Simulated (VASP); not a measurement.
Shape and ions are relaxed at each volume.

Input:

```
CELL_PARAMETERS angstrom
      1.56721    -2.71449     0.00000
      1.56721     2.71449     0.00000
      0.00000     0.00000     3.47849
ATOMIC_POSITIONS crystal
  Hf 0.00000 0.00000 0.00000
  B  0.33333 0.66667 0.50000
  B  0.66667 0.33333 0.50000
```

The numbers are results of rev-vdW-DF2, VASP's PBE PAW potentials (set 64) (plane waves; VASP 6.6.1), not measurements. Run with 520 eV cut-off, 11×11×9 Γ-centred mesh, first-order Methfessel-Paxton smearing of 0.10 eV, potentials Hf_pv B.

Problem. Give the energy at these volumes per atom, relative to the lowest: 9.27, 9.57, 9.87, 10.16, 10.46 Å³.

Solution. 31.5, 7.4, 0.0, 6.8, 26.0 meV/atom. A third-order Birch-Murnaghan fit gives B0 = 257 GPa and B0′ = 3.9.

The compound is HfB2 in the AlB2 type structure. It was relaxed first.
